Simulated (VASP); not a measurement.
# ZrAl3B3N (P3m1) in VASP: a series of runs

Runs on ZrAl3B3N. Level: PBE. Tasks: single point.

Everything below comes from runs of VASP 6.6.1. Logs are shortened: lines on timing, memory, paths and dates and some standing lists are left out, and cuts for length are marked.

## (1) Starting point

Symmetry: P3m1, No. 156, trigonal system. Conventional cell: a = 3.017 Å, b = 3.017 Å, c = 11.416 Å, α = 90.00°, β = 90.00°, γ = 120.00°. Zr (site symmetry 3m) is surrounded by 9 B at 2.49 to 2.57 Å. Al (site symmetry 3m) is surrounded by 3 N at 2.11 Å and 6 B at 2.35 to 2.43 Å. Al (site symmetry 3m) has 3 N at 2.12 Å as nearest neighbours. Around Al (site symmetry 3m) lie 3 B at 2.21 Å. B (site symmetry 3m) has 3 B at 1.75 Å as nearest neighbours. B (site symmetry 3m) has 3 B at 1.75 Å as nearest neighbours. B (site symmetry 3m) has 3 Al at 2.21 Å and 3 Zr at 2.54 Å as nearest neighbours. Around N (site symmetry 3m) lie 6 Al at 2.11 to 2.12 Å.

The cell was built by a generator and needn't be a form met in nature.

## (2) Single point, PBE

Contents of INCAR:

```
SYSTEM = ZrAl3B3N
PREC = Accurate ; ENCUT = 520
EDIFF = 1E-6 ; ISMEAR = 0
SIGMA = 0.1 ; LREAL = .FALSE.
LASPH = .TRUE. ; NELM = 120
ALGO = Normal ; ISIF = 2
LWAVE = .FALSE. ; LCHARG = .FALSE.
GGA = PE ; KPAR = 2
```

Contents of KPOINTS:

```
regular mesh
0
G
  12 12 4
  0 0 0
```

Contents of POSCAR:

```
ZrAl3B3N
1.0
    3.0172470000      0.0000000000      0.0000000000
   -1.5086230000      2.6130120000      0.0000000000
    0.0000000000      0.0000000000     11.4161900000
Zr Al B N
1 3 3 1
Direct
    0.6666670000      0.3333330000      0.0105530000
    0.6666670000      0.3333330000      0.3139950000
    0.0000000000      0.0000000000      0.5253830000
    0.3333330000      0.6666670000      0.7302860000
    0.0000000000      0.0000000000      0.1757430000
    0.3333330000      0.6666670000      0.1658530000
    0.0000000000      0.0000000000      0.8491690000
    0.3333330000      0.6666670000      0.4190330000
```

Potentials or basis: VASP PAW PBE potentials, release 64 (Zr_sv, Al, B, N).

Started as:

```sh
$ cat potpaw_PBE.64/Zr_sv/POTCAR potpaw_PBE.64/Al/POTCAR potpaw_PBE.64/B/POTCAR potpaw_PBE.64/N/POTCAR > POTCAR
$ mpirun -np 2 vasp_std > vasp.out
```

OUTCAR:

```text
SYSTEM = ZrAl3B3N
   PREC = Accurate
   ENCUT = 520
   EDIFF = 1E-6
   ISMEAR = 0
   LREAL = .FALSE.
   LASPH = .TRUE.
   NELM = 120
   ISIF = 2
   GGA = PE

 ion  position               nearest neighbor table
   1  0.667  0.333  0.011-   6 2.49   6 2.49   6 2.49   7 2.54   7 2.54   7 2.54   5 2.57   5 2.57
                             5 2.57   2 3.46
   2  0.667  0.333  0.314-   8 2.11   8 2.11   8 2.11   5 2.35   5 2.35   5 2.35   6 2.43   6 2.43
                             6 2.43   3 2.98   3 2.98   3 2.98   1 3.46
   3  0.000  0.000  0.525-   8 2.12   8 2.12   8 2.12   4 2.92   4 2.92   4 2.92   2 2.98   2 2.98
                             2 2.98
   4  0.333  0.667  0.730-   7 2.21   7 2.21   7 2.21   3 2.92   3 2.92   3 2.92
   5  0.000  0.000  0.176-   6 1.75   6 1.75   6 1.75   2 2.35   2 2.35   2 2.35   1 2.57   1 2.57
                             1 2.57
   6  0.333  0.667  0.166-   5 1.75   5 1.75   5 1.75   2 2.43   2 2.43   2 2.43   1 2.49   1 2.49
                             1 2.49
   7  0.000  0.000  0.849-   4 2.21   4 2.21   4 2.21   1 2.54   1 2.54   1 2.54
   8  0.333  0.667  0.419-   2 2.11   2 2.11   2 2.11   3 2.12   3 2.12   3 2.12

  LATTYP: Found a hexagonal cell.
 ALAT       =     3.0172470000
 C/A-ratio  =     3.7836444945

  Lattice vectors:

 A1 = (   3.0172470000,   0.0000000000,   0.0000000000)
 A2 = (  -1.5086230000,   2.6130120000,   0.0000000000)
 A3 = (   0.0000000000,   0.0000000000,  11.4161900000)

Analysis of symmetry for initial positions (statically):
=====================================================================
 Subroutine PRICEL returns:
 Original cell was already a primitive cell.

 Routine SETGRP: Setting up the symmetry group for a
 hexagonal supercell.

 Subroutine GETGRP returns: Found  6 space group operations
 (whereof  6 operations were pure point group operations)
 out of a pool of 24 trial point group operations.

The static configuration has the point symmetry C_3v.

Analysis of symmetry for dynamics (positions and initial velocities):
=====================================================================
 Subroutine PRICEL returns:
 Original cell was already a primitive cell.

 Routine SETGRP: Setting up the symmetry group for a
 hexagonal supercell.

 Subroutine GETGRP returns: Found  6 space group operations
 (whereof  6 operations were pure point group operations)
 out of a pool of 24 trial point group operations.

The dynamic configuration has the point symmetry C_3v.

 Subroutine INISYM returns: Found  6 space group operations
 (whereof  6 operations are pure point group operations),
 and found     1 'primitive' translations

----------------------------------------------------------------------------------------

                                     Primitive cell

  volume of cell :      90.0064

  direct lattice vectors                    reciprocal lattice vectors
     3.017247000  0.000000000  0.000000000     0.331427954  0.191349995  0.000000000
    -1.508623000  2.613012000  0.000000000     0.000000000  0.382700118  0.000000000
     0.000000000  0.000000000 11.416190000     0.000000000  0.000000000  0.087594898

  length of vectors
     3.017247000  3.017246272 11.416190000     0.382700025  0.382700118  0.087594898

  position of ions in fractional coordinates (direct lattice)
     0.666667000  0.333333000  0.010553000
     0.666667000  0.333333000  0.313995000
     0.000000000  0.000000000  0.525383000
     0.333333000  0.666667000  0.730286000
     0.000000000  0.000000000  0.175743000
     0.333333000  0.666667000  0.165853000
     0.000000000  0.000000000  0.849169000
     0.333333000  0.666667000  0.419033000

  ion indices of the primitive-cell ions
   primitive index   ion index
                 1           1
                 2           2
                 3           3
                 4           4
                 5           5
                 6           6
                 7           7
                 8           8

----------------------------------------------------------------------------------------

 KPOINTS: regular mesh

Automatic generation of k-mesh.
 Grid dimensions read from file:
 generate k-points for:   12   12    4

 Generating k-lattice:

  Cartesian coordinates                     Fractional coordinates (reciprocal lattice)
     0.027618996  0.015945833  0.000000000     0.083333333 -0.000000000  0.000000000
     0.000000000  0.031891676  0.000000000     0.000000000  0.083333333  0.000000000
     0.000000000  0.000000000  0.021898725     0.000000000  0.000000000  0.250000000

  Length of vectors
     0.031891669  0.031891676  0.021898725

  Shift w.r.t. Gamma in fractional coordinates (k-lattice)
     0.000000000  0.000000000  0.000000000

 Subroutine IBZKPT returns following result:
 ===========================================

 Found     69 irreducible k-points:

 Following reciprocal coordinates:
            Coordinates               Weight
  0.000000  0.000000  0.000000      1.000000
  0.083333 -0.000000  0.000000      6.000000
  0.166667 -0.000000  0.000000      6.000000
  0.250000 -0.000000  0.000000      6.000000
  0.333333 -0.000000  0.000000      6.000000
  0.416667 -0.000000  0.000000      6.000000
[... 16 lines left out ...]
  0.166667 -0.000000  0.250000      6.000000
  0.000000  0.166667  0.250000      6.000000
 [... further k-points ...]
   k-points           NKPTS =     69   k-points in BZ     NKDIM =     69   number of bands    NBANDS=     22
   number of dos      NEDOS =    301   number of ions     NIONS =      8
   total plane-waves  NPLWV =  51840
   dimension x,y,z NGX =    24 NGY =   24 NGZ =   90
   dimension x,y,z NGXF=    48 NGYF=   48 NGZF=  180
   ions per type =               1   3   3   1
   NGX,Y,Z   is equivalent  to a cutoff of  13.22, 13.22, 13.11 a.u.
   NGXF,Y,Z  is equivalent  to a cutoff of  26.45, 26.45, 26.21 a.u.
 SYSTEM =  ZrAl3B3N
   PREC   = accura    normal or accurate (medium, high low for compatibility)
   ISTART =      0    job   : 0-new  1-cont  2-samecut
   ICHARG =      2    charge: 1-file 2-atom 10-const
   ISPIN  =      1    spin polarized calculation?
   LNONCOLLINEAR =      F non collinear calculations
   LSORBIT =      F    spin-orbit coupling
   LASPH  =      T    aspherical Exc in radial PAW
   ENCUT  =  520.0 eV  38.22 Ry    6.18 a.u.   5.61  5.61 21.23*2*pi/ulx,y,z
   NELM   =    120;   NELMIN=  2; NELMDL= -5     # of ELM steps
   EDIFF  = 0.1E-05   stopping-criterion for ELM
   LREAL  =      F    real-space projection
   EDIFFG = 0.1E-04   stopping-criterion for IOM
   NSW    =      0    number of steps for IOM
   IBRION =     -1    ionic relax: 0-MD 1-quasi-New 2-CG
   NFREE  =      0    steps in history (QN), initial steepest desc. (CG)
   ISIF   =      2    stress and relaxation
   ISYM   =      2    0-nonsym 1-usesym 2-fastsym
   POTIM  = 0.5000    time-step for ionic-motion
   TEBEG  =    0.0;   TEEND  =   0.0 temperature during run
   PSTRESS=    0.0 pullay stress
   NELECT =      35.0000    total number of electrons
   NUPDOWN=      -1.0000    fix difference up-down
   EMIN   =  10.00;   EMAX   =-10.00  energy-range for DOS
   EFERMI =   0.00;   METHOD = LEGACY
   ISMEAR =     0;   SIGMA  =   0.10  broadening in eV -4-tet -1-fermi 0-gaus
   EFERMI_NEDOS =   21; number of points for ismear=-14 and -15
   IALGO  =     38    algorithm
   IMIX   =      4    mixing-type and parameters
     AMIX     =   0.40;   BMIX     =  1.00
     AMIX_MAG =   1.60;   BMIX_MAG =  1.00
  volume/ion in A,a.u.               =      11.25        75.92
  Fermi-wavevector in a.u.,A,eV,Ry     =   1.194922  2.258076 19.426936  1.427839
  Thomas-Fermi vector in A             =   2.330901
   LORBIT       =      0    0 simple, 1 ext, 2 COOP (PROOUT), +10 PAW based schemes
   GGA     = PE    functional components
   LHFCALC =     F    Hartree Fock is set to
   AEXX    =    0.0000 exact exchange contribution
   IVDW    =     0    specifies the selected vdW correction
   LEPSILON=     F    determine dielectric tensor
   LRPA    =     F    only Hartree local field effects (RPA)
 non-spin polarized calculation
 Gauss-broadening in eV      SIGMA  =   0.10
  energy-cutoff  :      520.00
  volume of cell :       90.01
 maximum number of plane-waves:      2456
 NGX is ok and might be reduce to    24
   NGX = 11   NGY = 11   NGZ = 43

 number of electron      34.9999998 magnetization

 Free energy of the ion-electron system (eV)
  ---------------------------------------------------
  ext. energy  EPLUGINS =         0.00000000
  ---------------------------------------------------
  free energy    TOTEN  =       -50.11898561 eV

  energy without entropy =      -50.10890200  energy(sigma->0) =      -50.11394380

 E-fermi :   9.1006     XC(G=0): -11.3885

 val. band max:        9.0544679147   @ k =   0.3333   0.2500   0.0000
 cond. band min:       9.1116718995   @ k =   0.3333   0.1667   0.2500
 fundamental gap:      0.0572039848
 Fermi energy:         9.1006496313

 k-point     1 :       0.0000    0.0000    0.0000
  band No.  band energies     occupation
      1     -39.2462      2.00000
      2     -17.5579      2.00000
      3     -16.6492      2.00000
      4     -16.6492      2.00000
      5      -8.4048      2.00000
      6      -4.2849      2.00000
[... 14 lines left out ...]
     21      11.7606      0.00000
     22      13.3715      0.00000

 k-point     2 :       0.0833   -0.0000    0.0000
  band No.  band energies     occupation
      1     -39.2332      2.00000
      2     -17.5392      2.00000
      3     -16.7464      2.00000
      4     -16.6701      2.00000
      5      -8.3075      2.00000
      6      -4.1677      2.00000
[... 14 lines left out ...]
     21      12.1867      0.00000
     22      12.9275      0.00000

 k-point     3 :       0.1667   -0.0000    0.0000
  band No.  band energies     occupation
      1     -39.1974      2.00000
      2     -17.4878      2.00000
      3     -17.0051      2.00000
      4     -16.7266      2.00000
      5      -8.0251      2.00000
      6      -3.8213      2.00000
[... 14 lines left out ...]
     21      12.3888      0.00000
     22      12.7761      0.00000

 k-point     4 :       0.2500   -0.0000    0.0000
  band No.  band energies     occupation
      1     -39.1480      2.00000
      2     -17.4211      2.00000
      3     -17.3397      2.00000
      4     -16.8027      2.00000
      5      -7.5901      2.00000
      6      -3.2591      2.00000
[... 14 lines left out ...]
     21      12.0727      0.00000
     22      12.7259      0.00000

 k-point     5 :       0.3333   -0.0000    0.0000
  band No.  band energies     occupation
      1     -39.0981      2.00000
      2     -17.6721      2.00000
      3     -17.3410      2.00000
      4     -16.8776      2.00000
      5      -7.0736      2.00000
      6      -2.5003      2.00000
[... 417 lines left out ...]
 k-point    22 :       0.0000    0.0833    0.2500
  band No.  band energies     occupation
      1     -39.2332      2.00000
      2     -17.5392      2.00000
      3     -16.7464      2.00000
      4     -16.6701      2.00000
      5      -8.3075      2.00000
      6      -4.1725      2.00000
[... 14 lines left out ...]
     21      12.1858      0.00000
     22      12.9170      0.00000

 k-point    23 :       0.1667   -0.0000    0.2500
  band No.  band energies     occupation
      1     -39.1974      2.00000
      2     -17.4878      2.00000
      3     -17.0051      2.00000
      4     -16.7266      2.00000
      5      -8.0251      2.00000
      6      -3.8251      2.00000
[... 14 lines left out ...]
     21      12.3856      0.00000
     22      12.4941      0.00000

 k-point    24 :       0.0000    0.1667    0.2500
  band No.  band energies     occupation
      1     -39.1974      2.00000
      2     -17.4878      2.00000
      3     -17.0051      2.00000
      4     -16.7266      2.00000
      5      -8.0251      2.00000
      6      -3.8251      2.00000
[... 14 lines left out ...]
     21      12.3856      0.00000
     22      13.0521      0.00000

 [... further k-points ...]

------------------------ aborting loop because EDIFF is reached ----------------------------------------

  FORCE on cell =-STRESS in cart. coord.  units (eV):
  Direction    XX          YY          ZZ          XY          YZ          ZX
  --------------------------------------------------------------------------------------
  -------------------------------------------------------------------------------------
  Total       -0.0131759     -0.0131758     -0.0162678     -0.0000000      0.0000000      0.0000000
  in kB       -0.2345394     -0.2345393     -0.2895785     -0.0000000      0.0000000      0.0000000
  external PRESSURE =      -0.2528857 kB  Pullay stress =       0.0000000 kB

 VOLUME and BASIS-vectors are now :
 -----------------------------------------------------------------------------
  energy-cutoff  :      520.00
  volume of cell :       90.01
      direct lattice vectors                 reciprocal lattice vectors
     3.017247000  0.000000000  0.000000000     0.331427954  0.191349995  0.000000000
    -1.508623000  2.613012000  0.000000000     0.000000000  0.382700118  0.000000000
     0.000000000  0.000000000 11.416190000     0.000000000  0.000000000  0.087594898

 POSITION                                       TOTAL-FORCE (eV/Angst)
 -----------------------------------------------------------------------------------
      1.50863      0.87100      0.12048        -0.000000      0.000000     -0.001001
      1.50863      0.87100      3.58463         0.000000      0.000000      0.003049
      0.00000      0.00000      5.99787         0.000000      0.000000      0.003514
     -0.00000      1.74201      8.33708         0.000000      0.000000     -0.001377
      0.00000      0.00000      2.00632         0.000000      0.000000     -0.002654
     -0.00000      1.74201      1.89341         0.000000      0.000000      0.000831
      0.00000      0.00000      9.69427         0.000000      0.000000     -0.003230
     -0.00000      1.74201      4.78376         0.000000     -0.000000      0.000868
 -----------------------------------------------------------------------------------
    total drift:                               -0.001308      0.000752      0.001072

  FREE ENERGIE OF THE ION-ELECTRON SYSTEM (eV)
  ---------------------------------------------------
  free  energy   TOTEN  =       -50.1189856053 eV

  energy  without entropy=      -50.1089019951  energy(sigma->0) =      -50.11394380
```

Run time: 73 s. Hardware: 2 MPI ranks of AMD EPYC 7R13 (Zen 3), shared host; peak memory 0.29 GiB.

What came out:

| Quantity | Value |
| --- | --- |
| Free energy | -50.1190 eV |
| Pressure | 0.0 GPa |
| Largest force | 0.004 eV/Å |
| Band gap on the k mesh | none (metal or under the smearing width) |

Forces on the atoms (eV/Å):
```
Zr   0.000  0.000 -0.001
Al   0.000  0.000  0.003
Al   0.000  0.000  0.004
Al   0.000  0.000 -0.001
B    0.000  0.000 -0.003
B    0.000  0.000  0.001
B    0.000  0.000 -0.003
N    0.000  0.000  0.001
```

(Continued in part 2 of 2.)
